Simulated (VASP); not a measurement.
```xyz
4
Lattice="4.6089 0.0000 0.0000 -2.3045 3.9914 0.0000 0.0000 0.0000 5.3685" Properties=species:S:1:pos:R:3 pbc="T T T"
Zr     0.0000     2.6610     5.0330
Zr     2.3045     1.3305     2.3487
As     0.0000     2.6610     2.3487
As     2.3045     1.3305     5.0330
```

Method: r2SCAN meta-GGA, VASP's PBE PAW potentials (set 64) (plane waves; VASP). Numerical set-up: 400 eV cut-off, 9×9×7 Γ-centred mesh, tetrahedra with Blöchl corrections, potentials Zr_sv As.

Problem. Give the energies of bands 11 to 20 at the high-symmetry points, in eV from the Fermi level.

Solution. 
| band | Γ | M | K | A | L | H |
|---|---|---|---|---|---|---|
| 11 | -4.03 | -4.74 | -4.14 | -4.50 | -5.54 | -5.48 |
| 12 | -3.95 | -3.47 | -3.73 | -4.50 | -5.54 | -5.48 |
| 13 | -3.95 | -3.46 | -3.73 | -4.07 | -3.54 | -3.72 |
| 14 | -3.57 | -3.35 | -3.24 | -4.07 | -3.54 | -3.72 |
| 15 | -3.57 | -3.13 | -3.24 | -4.07 | -3.32 | -3.23 |
| 16 | -0.67 | -1.89 | -1.83 | -4.07 | -3.32 | -3.23 |
| 17 | -0.67 | -1.25 | -1.51 | 1.41 | 0.29 | -0.31 |
| 18 | -0.33 | -0.22 | -0.97 | 1.41 | 0.29 | -0.31 |
| 19 | 0.11 | 0.96 | 0.83 | 1.41 | 0.97 | 1.85 |
| 20 | 1.75 | 1.22 | 1.35 | 1.41 | 0.97 | 1.85 |

It has no gap at this level: it comes out as a metal or semimetal.

The structure was generated: ZrAs was put into the wurtzite type (P6_3mc), which need not be its known phase. It was relaxed first, which changed the volume by -37 %. The relaxed cell has space group P6_3/mmc.
